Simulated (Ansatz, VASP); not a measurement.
**Ta9B16S18N16 (h-BN/1T-TaS2 heterobilayer): VASP beside Ansatz**

Aim: how closely do two programs agree when they are given the same cell, functional and k mesh? The cell is taken from a series of runs on this material, whose earlier steps may have relaxed, scaled, displaced or heated it; both programs get it as it stands.

Calculated with Ansatz 0.2.0; plane waves, with VASP 6.6.1 beside it; PBE with D4.

## Step 1: The starting structure

The cell holds 59 atoms: 16 B, 16 N, 9 Ta and 18 S. Cell: a = 10.048 Å, b = 10.048 Å, c = 18.370 Å, α = 90.0°, β = 90.0°, γ = 120.0°. As first built, before any earlier steps moved the atoms or strained the cell (in the runner's words): 16 cells of h-BN (a = 2.504 A, strained +0.32 %) and 9 cells of 1T-TaS2 (a = 3.36 A, -0.32 %) on one hexagonal cell, twist 0.00 deg; facing atoms 3.31 A apart;; displaced by a Gaussian of 0.01 A. Vacuum lies along c.

Coordinates:

```
B N Ta S
1.0
    10.04800    0.00000    0.00000
    -5.02400    8.70182    0.00000
     0.00000    0.00000   18.37000
B N Ta S
16 16 9 18
Direct
  0.08425 0.16745 0.32616
  0.08124 0.41659 0.32613
  0.08383 0.66739 0.32686
  0.08140 0.91558 0.32644
  0.33320 0.16723 0.32615
  0.33511 0.41767 0.32673
  0.33343 0.66634 0.32683
  0.33237 0.91625 0.32631
  0.58221 0.16705 0.32691
  0.58269 0.41646 0.32543
  0.58379 0.66595 0.32671
  0.58267 0.91610 0.32688
  0.83302 0.16762 0.32728
  0.83264 0.41443 0.32666
  0.83187 0.66521 0.32594
  0.83276 0.91646 0.32812
  0.16747 0.08474 0.32778
  0.16590 0.33348 0.32637
  0.16799 0.58331 0.32628
  0.16493 0.83303 0.32606
  0.41755 0.08323 0.32676
  0.41744 0.33380 0.32760
  0.41778 0.58375 0.32614
  0.41751 0.83550 0.32691
  0.66678 0.08537 0.32704
  0.66732 0.33535 0.32691
  0.66608 0.58386 0.32667
  0.66614 0.83351 0.32592
  0.91727 0.08401 0.32679
  0.91604 0.33381 0.32724
  0.91873 0.58457 0.32676
  0.91616 0.83403 0.32595
  0.68118 0.18793 0.59046
  0.68060 0.52194 0.58921
  0.68187 0.85601 0.59038
  0.01539 0.19078 0.58983
  0.01536 0.52299 0.58948
  0.01244 0.85509 0.58956
  0.34779 0.18953 0.58978
  0.34834 0.52325 0.58985
  0.34787 0.85613 0.58871
  0.79139 0.40992 0.50729
  0.90196 0.29756 0.67336
  0.79188 0.74318 0.50725
  0.90258 0.63114 0.67273
  0.79274 0.07900 0.50685
  0.90380 0.96798 0.67307
  0.12573 0.41204 0.50704
  0.23620 0.30086 0.67330
  0.12663 0.74518 0.50609
  0.23536 0.63318 0.67269
  0.12516 0.07744 0.50662
  0.23531 0.96642 0.67401
  0.45919 0.41189 0.50686
  0.56843 0.29770 0.67346
  0.46030 0.74713 0.50699
  0.57155 0.63459 0.67226
  0.45750 0.07544 0.50698
  0.57037 0.96587 0.67334
```

## Step 2: VASP: single point, PBE with D4

A single point takes one fixed geometry, so differences don't come from the geometry; what else differs is listed under the comparison.

Lines of VASP's logs that name or quote its potential files are left out, and so is its time.

INCAR reads:

```
SYSTEM = Ta9B16S18N16
PREC = Accurate
ENCUT = 520
EDIFF = 1E-06
NELM = 120
ISMEAR = -1
SIGMA = 0.025
LREAL = Auto
ALGO = Normal
GGA = PE
IVDW = 13
NBANDS = 208
LASPH = .TRUE.
LORBIT = 11
LWAVE = .FALSE.
LCHARG = .FALSE.
ISIF = 2
GGA_COMPAT = .FALSE.
KPAR = 4
```

POSCAR reads:

```
Ta9B16S18N16
1.0
   10.0480000000      0.0000000000      0.0000000000
   -5.0240000000      8.7018230000      0.0000000000
    0.0000000000      0.0000000000     18.3700000000
B N Ta S
16 16 9 18
Direct
    0.0842490000      0.1674490000      0.3261590000
    0.0812450000      0.4165900000      0.3261270000
    0.0838270000      0.6673900000      0.3268620000
    0.0814020000      0.9155780000      0.3264410000
    0.3332040000      0.1672250000      0.3261530000
    0.3351100000      0.4176720000      0.3267350000
    0.3334320000      0.6663440000      0.3268260000
    0.3323690000      0.9162530000      0.3263110000
    0.5822070000      0.1670480000      0.3269100000
    0.5826950000      0.4164580000      0.3254300000
    0.5837950000      0.6659450000      0.3267130000
    0.5826660000      0.9161050000      0.3268820000
    0.8330200000      0.1676170000      0.3272840000
    0.8326400000      0.4144350000      0.3266600000
    0.8318670000      0.6652130000      0.3259430000
    0.8327620000      0.9164560000      0.3281200000
    0.1674670000      0.0847410000      0.3277790000
    0.1659040000      0.3334850000      0.3263650000
    0.1679940000      0.5833060000      0.3262760000
    0.1649260000      0.8330280000      0.3260650000
    0.4175480000      0.0832330000      0.3267600000
    0.4174360000      0.3338000000      0.3275980000
    0.4177810000      0.5837490000      0.3261440000
    0.4175100000      0.8355020000      0.3269140000
    0.6667820000      0.0853680000      0.3270400000
    0.6673210000      0.3353470000      0.3269060000
    0.6660760000      0.5838650000      0.3266690000
    0.6661360000      0.8335070000      0.3259170000
    0.9172710000      0.0840130000      0.3267910000
    0.9160430000      0.3338080000      0.3272390000
    0.9187330000      0.5845710000      0.3267640000
    0.9161580000      0.8340340000      0.3259490000
    0.6811830000      0.1879320000      0.5904640000
    0.6805960000      0.5219450000      0.5892110000
    0.6818690000      0.8560140000      0.5903810000
    0.0153930000      0.1907770000      0.5898320000
    0.0153590000      0.5229930000      0.5894820000
    0.0124440000      0.8550870000      0.5895630000
    0.3477860000      0.1895320000      0.5897830000
    0.3483420000      0.5232540000      0.5898460000
    0.3478700000      0.8561310000      0.5887070000
    0.7913850000      0.4099160000      0.5072890000
    0.9019590000      0.2975580000      0.6733650000
    0.7918760000      0.7431750000      0.5072510000
    0.9025840000      0.6311400000      0.6727260000
    0.7927440000      0.0789980000      0.5068470000
    0.9037960000      0.9679810000      0.6730720000
    0.1257270000      0.4120410000      0.5070440000
    0.2361970000      0.3008570000      0.6732970000
    0.1266300000      0.7451830000      0.5060940000
    0.2353620000      0.6331770000      0.6726940000
    0.1251620000      0.0774400000      0.5066180000
    0.2353090000      0.9664160000      0.6740060000
    0.4591910000      0.4118880000      0.5068570000
    0.5684280000      0.2977030000      0.6734550000
    0.4602950000      0.7471290000      0.5069890000
    0.5715480000      0.6345940000      0.6722600000
    0.4575010000      0.0754440000      0.5069780000
    0.5703750000      0.9658660000      0.6733360000
```

KPOINTS reads:

```
Automatic mesh
0
Gamma
3 3 1
0 0 0
```

Potentials, in the order of the species: B, N, Ta_pv and S (PBE family, release 64).

Started as:

```bash
mpirun -np 8 vasp_std
```

Output:

```text
[banner, memory and clock lines left out]
running    8 mpi-ranks, on    1 nodes
[...]
|                                                                             |
|           W    W    AA    RRRRR   N    N  II  N    N   GGGG   !!!           |
|           W    W   A  A   R    R  NN   N  II  NN   N  G    G  !!!           |
|           W    W  A    A  R    R  N N  N  II  N N  N  G       !!!           |
|           W WW W  AAAAAA  RRRRR   N  N N  II  N  N N  G  GGG   !            |
|           WW  WW  A    A  R   R   N   NN  II  N   NN  G    G                |
|           W    W  A    A  R    R  N    N  II  N    N   GGGG   !!!           |
|                                                                             |
|     For optimal performance we recommend to set                             |
|       NCORE = 2 up to number-of-cores-per-socket                            |
|     NCORE specifies how many cores store one orbital (NPAR=cpu/NCORE).      |
|     This setting can greatly improve the performance of VASP for DFT.       |
|     The default, NCORE=1 might be grossly inefficient on modern             |
|     multi-core architectures or massively parallel machines. Do your        |
|     Unfortunately you need to use the default for GW and RPA                |
|     calculations (for HF NCORE is supported but not extensively tested      |
|     yet).                                                                   |
|                                                                             |

 LDA part: xc-table for (Slater+PW92), standard interpolation
 POSCAR, INCAR and KPOINTS ok, starting setup
[...]
entering main loop
       N       E                     dE             d eps       ncg     rms          rms(c)
DAV:   1     0.274758456895E+04    0.27476E+04   -0.15683E+05  2400   0.137E+03
DAV:   2    -0.204891072722E+03   -0.29525E+04   -0.28722E+04  2688   0.318E+02
DAV:   3    -0.520818787558E+03   -0.31593E+03   -0.31175E+03  2416   0.106E+02
DAV:   4    -0.533879439190E+03   -0.13061E+02   -0.12964E+02  2592   0.230E+01
[...]
DAV:  27    -0.489363802259E+03   -0.79976E-05   -0.58973E-07  1560   0.995E-04    0.634E-04
DAV:  28    -0.489363803287E+03   -0.10281E-05   -0.16395E-07  1536   0.656E-04    0.645E-04
DAV:  29    -0.489363803363E+03   -0.75786E-07   -0.93754E-08  1520   0.494E-04
   1 F= -.50070588E+03 E0= -.50068343E+03  d E =-.449076E-01
```

From OUTCAR (step 2):

```text
  Edisp (eV):  -11.34208

  Total       1.45915    -2.01411     5.02832     0.54817     0.50485     0.21230
  in kB       1.45550    -2.00907     5.01573     0.54680     0.50358     0.21177
  external pressure =        1.49 kB  Pullay stress =        0.00 kB

 POSITION                                       TOTAL-FORCE (eV/Angst)
 -----------------------------------------------------------------------------------
      0.00527      1.45711      5.99154        -0.311798     -0.025031      0.230012
     -1.27660      3.62509      5.99095         0.911974      0.133993      0.156360
     -2.51067      5.80751      6.00445         0.297135     -0.213331     -0.098813
     -3.78194      7.96720      5.99672         0.212240      0.733434      0.049973
      2.50790      1.45516      5.99143         0.376488     -0.210194      0.311450
      1.26880      3.63451      6.00212        -0.770139     -0.322256      0.001304
      0.00261      5.79841      6.00379         0.219461      0.461037     -0.079048
     -1.26361      7.97307      5.99433        -0.057736      0.274557      0.070689
      5.01077      1.45362      6.00534         0.485205      0.356943      0.019442
      3.76263      3.62394      5.97815         0.225485      0.412132      0.433264
      2.52026      5.79494      6.00172        -0.452597      0.639569     -0.090603
      1.25212      7.97178      6.00482         0.084109      0.830717     -0.026401
      7.52808      1.45857      6.01221         0.312179     -0.364759     -0.025843
      6.28425      3.60634      6.00074        -0.351693      1.373662      0.126757
[...]
-----------------------------------------------------------------------------------
    total drift:                               -0.000196      0.005161      0.003622

  FREE ENERGIE OF THE ION-ELECTRON SYSTEM (eV)
  ---------------------------------------------------
  free  energy   TOTEN  =      -500.7058835831 eV

  energy  without entropy=     -500.6609759905  energy(sigma->0) =     -500.68342979

[... 2 further parts left out ...]
```

## Step 3: Ansatz: single point, PBE with D4

Ansatz runs on its default PAW (the set named soft_2) files.

The same cell, functional, mesh and smearing now go to Ansatz.

input.yaml reads:

```yaml
crystal:
  lattice:
    - [10.048, 0.0, 0.0]
    - [-5.023999999999997, 8.70182325722604, 0.0]
    - [0.0, 0.0, 18.37]
  atoms:
    - { symbol: B, position: [0.08424941798460867, 0.1674494937263437, 0.3261588549591289] }
    - { symbol: "N", position: [0.1674671743641631, 0.08474053392790099, 0.32777906542366536] }
    - { symbol: B, position: [0.08124515165490466, 0.416589635325719, 0.326127109697406] }
    - { symbol: "N", position: [0.16590384276582676, 0.3334853985866793, 0.3263645467782008] }
    - { symbol: B, position: [0.08382662289459261, 0.6673900211471674, 0.3268616252541675] }
    - { symbol: "N", position: [0.16799394698802408, 0.5833063760718614, 0.3262758589035288] }
    - { symbol: B, position: [0.08140209591033953, 0.9155780654176587, 0.3264406028282112] }
    - { symbol: "N", position: [0.16492594428678764, 0.8330284382768252, 0.3260651357747109] }
    - { symbol: B, position: [0.33320423995248705, 0.1672250071761729, 0.32615325201381407] }
    - { symbol: "N", position: [0.4175475419372411, 0.08323287913772119, 0.3267599029583846] }
    - { symbol: B, position: [0.3351102975098408, 0.417672257341246, 0.326735158827179] }
    - { symbol: "N", position: [0.41743602175055217, 0.3338000146173771, 0.3275980169714539] }
    - { symbol: B, position: [0.3334317327358229, 0.6663441506250332, 0.3268255712543904] }
    - { symbol: "N", position: [0.4177809356165392, 0.5837487978993241, 0.32614410658379334] }
    - { symbol: B, position: [0.3323693587811928, 0.9162528572178062, 0.3263106378296385] }
    - { symbol: "N", position: [0.41751012724004444, 0.8355015855077181, 0.3269144595065206] }
    - { symbol: B, position: [0.5822068780722627, 0.16704843870508873, 0.3269095377473006] }
    - { symbol: "N", position: [0.666782365041522, 0.08536816977127938, 0.3270400592364394] }
    - { symbol: B, position: [0.5826947157778427, 0.41645755067704293, 0.3254301862414731] }
    - { symbol: "N", position: [0.6673213138854526, 0.33534701085127383, 0.3269063759228101] }
    - { symbol: B, position: [0.5837948698328034, 0.6659447473669142, 0.32671289217364213] }
    - { symbol: "N", position: [0.6660756793332019, 0.5838652409053001, 0.3266692498009129] }
    - { symbol: B, position: [0.5826659256443332, 0.9161051624990774, 0.32688172874844285] }
    - { symbol: "N", position: [0.666136429289433, 0.8335065134892484, 0.3259174677938865] }
    - { symbol: B, position: [0.8330202841711776, 0.1676174926702836, 0.32728419062067826] }
    - { symbol: "N", position: [0.9172705895050564, 0.08401300299488842, 0.32679131916909177] }
    - { symbol: B, position: [0.8326401978324055, 0.41443542642338427, 0.3266599562888893] }
    - { symbol: "N", position: [0.9160425865362187, 0.33380770795003534, 0.3272394800657696] }
    - { symbol: B, position: [0.8318671354412205, 0.6652125925960575, 0.32594289542479354] }
    - { symbol: "N", position: [0.9187331904002748, 0.5845713422092903, 0.3267642650800841] }
    - { symbol: B, position: [0.8327623139439091, 0.9164560656409936, 0.3281198866068202] }
    - { symbol: "N", position: [0.9161583945834378, 0.8340344265780708, 0.3259492329188596] }
    - { symbol: Ta, position: [0.6811832472536651, 0.18793225484392753, 0.5904640485608239] }
    - { symbol: S, position: [0.7913852286083065, 0.40991562207139454, 0.507288591938954] }
    - { symbol: S, position: [0.9019594215478333, 0.29755849964672915, 0.6733649230650535] }
    - { symbol: Ta, position: [0.680595738885229, 0.5219452281177708, 0.5892111283589152] }
    - { symbol: S, position: [0.7918760277111752, 0.7431746258630368, 0.5072506028596849] }
    - { symbol: S, position: [0.9025838918787958, 0.6311397955931379, 0.6727256899929482] }
    - { symbol: Ta, position: [0.6818687405638585, 0.8560143060458981, 0.5903814930158238] }
    - { symbol: S, position: [0.792743689015674, 0.07899838540886878, 0.506847460642247] }
    - { symbol: S, position: [0.9037963899846909, 0.9679811519270494, 0.673072401065731] }
    - { symbol: Ta, position: [0.015392511409321694, 0.19077656227345, 0.5898318064789237] }
    - { symbol: S, position: [0.1257265806586528, 0.41204062890542376, 0.5070440662963325] }
    - { symbol: S, position: [0.23619703578226475, 0.3008570934162926, 0.6732974005388827] }
    - { symbol: Ta, position: [0.015359124476130283, 0.522992541629196, 0.5894815225670266] }
    - { symbol: S, position: [0.12662978162947175, 0.7451831996328139, 0.5060937962544452] }
    - { symbol: S, position: [0.23536179399787965, 0.6331774655630977, 0.6726938733380068] }
    - { symbol: Ta, position: [0.012443606080636202, 0.8550867485068667, 0.5895628095309456] }
    - { symbol: S, position: [0.12516152750413762, 0.07743997282704812, 0.506617943719705] }
    - { symbol: S, position: [0.23530948673694013, 0.9664155378893328, 0.6740062142108394] }
    - { symbol: Ta, position: [0.3477860843458958, 0.18953233187780813, 0.5897830787817248] }
    - { symbol: S, position: [0.4591910459795279, 0.41188777332329274, 0.5068571445710139] }
    - { symbol: S, position: [0.5684280709765953, 0.29770336078028564, 0.6734550677838648] }
    - { symbol: Ta, position: [0.34834236335008245, 0.5232538797112144, 0.5898463674603643] }
    - { symbol: S, position: [0.46029504766740426, 0.747128884945561, 0.5069888012633863] }
    - { symbol: S, position: [0.5715478345783843, 0.63459352442062, 0.6722599753727809] }
    - { symbol: Ta, position: [0.34787046712575026, 0.856131236871844, 0.5887072228506527] }
    - { symbol: S, position: [0.45750117324644896, 0.0754435248480057, 0.506978243973912] }
    - { symbol: S, position: [0.570374946670683, 0.9658655735968253, 0.6733364077638315] }
basis:
  ecutwfc: 420.0
kpoints:
  mp_grid:
    grid: [3, 3, 1]
hamiltonian:
  xc: pbe
  dispersion: d4
scf:
  occupations:
    method: fermi_dirac
    width: 0.025
output:
  forces: true
  eigenvalues: true
```

Started as:

```bash
python scan.py
```

## Step 4: Differences

Known differences besides the potentials themselves: the data sets hold 353 valence electrons in Ansatz (on its default PAW (the set named soft_2) files) and 335 in VASP; the cutoff is 420 eV in Ansatz and 520 eV in VASP (PREC = Accurate, projectors in real space). Total energies have different zeros and are not compared.

Forces on 10 of the 59 atoms, those with the largest forces and the largest differences (eV/Å; atoms numbered as in POSCAR):

| atom | Ansatz x, y, z | VASP x, y, z |
| --- | --- | --- |
| B2 | 0.913, 0.135, 0.158 | 0.912, 0.134, 0.156 |
| B6 | -0.769, -0.322, 0.002 | -0.770, -0.322, 0.001 |
| B12 | 0.084, 0.832, -0.026 | 0.084, 0.831, -0.026 |
| B14 | -0.352, 1.376, 0.128 | -0.352, 1.374, 0.127 |
| N21 | -0.969, 0.049, -0.203 | -0.968, 0.049, -0.203 |
| N24 | -0.187, -1.065, -0.020 | -0.187, -1.064, -0.020 |
| N31 | -0.742, -0.869, -0.069 | -0.741, -0.868, -0.069 |
| S51 | 0.097, 0.063, 0.205 | 0.097, 0.062, 0.213 |
| S52 | -0.023, 0.022, -0.098 | -0.024, 0.025, -0.106 |
| S57 | -0.053, -0.128, 0.389 | -0.053, -0.130, 0.397 |

The forces differ by 2.3 meV/Å r.m.s., which is 0.7 % of the r.m.s. force of 0.322 eV/Å (both taken over all components). Where the cell holds vacuum, a pressure given here is an average over it and none of the material.

## Step 5: Results

- r.m.s. force difference (single point, PBE with D4): 0.71 % of the r.m.s. force

In words: The r.m.s. force difference is 0.71 % of the r.m.s. force (single point, PBE with D4), within the 3 % picked in this series as the mark of a large difference. The data sets hold unlike numbers of valence electrons (353 in Ansatz and 335 in VASP), so part of the differences may come from the potentials. Such differences can come from data sets, numerical settings and the points named under the comparisons, not from the functional's error against experiment.

[Lines on the potential files, build, host, timing and source positions are cut from VASP's logs without a mark.]

[Logs are printed without paths, hosts, clocks, repeated set-up lines and the standing remarks that a program may print on its own settings, such as how far it seeks lower states.]

[Hosts, paths, dates, database ids (printed as entryN), source tags and the programs' standing remarks are cut or masked in the printed files.]
